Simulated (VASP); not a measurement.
## Ag: elastic constants with PBE

Crystal: Ag.

```xyz
1
Lattice="0.0000 2.0729 2.0729 2.0729 0.0000 2.0729 2.0729 2.0729 0.0000" Properties=species:S:1:pos:R:3 pbc="T T T"
Ag    0.0000    0.0000    0.0000
```

```json
{
  "Program": "VASP 6.6.1",
  "Task": "elastic constants",
  "Functional": "PBE",
  "Potentials or basis": "VASP PAW PBE potentials, release 64 (Ag)",
  "Cutoff": "600 eV",
  "k mesh": "30 × 30 × 30",
  "Occupations": "methfessel-paxton, width 0.2 eV",
  "Spin": "no spin polarisation",
  "Ions in elastic constants": "relaxed",
  "Further INCAR settings": "ALGO = Normal; EDIFF = 1e-08; IBRION = 6; POTIM = 0.015; NSW = 1; ISIF = 3"
}
```

```json
{
 "Elastic constants C11, C12, C44": "110, 82, 40 GPa",
 "Voigt bulk modulus": "91 GPa"
}
```

Elastic tensor in Voigt notation (GPa, in the Cartesian axes of the cell as first typed):
```
110  82  82   0   0   0
 82 110  82   0   0   0
 82  82 110   0   0   0
  0   0   0  40   0   0
  0   0   0   0  40   0
  0   0   0   0   0  40
```

Clamped-ion elastic tensor (GPa):
```
110  82  82   0   0   0
 82 110  82   0   0   0
 82  82 110   0   0   0
  0   0   0  40   0   0
  0   0   0   0  40   0
  0   0   0   0   0  40
```

Run time: 44 min on 2 MPI ranks on Intel(R) Xeon(R) Platinum 8488C (Sapphire Rapids), on a shared host, peak memory 2.3 GiB a rank.
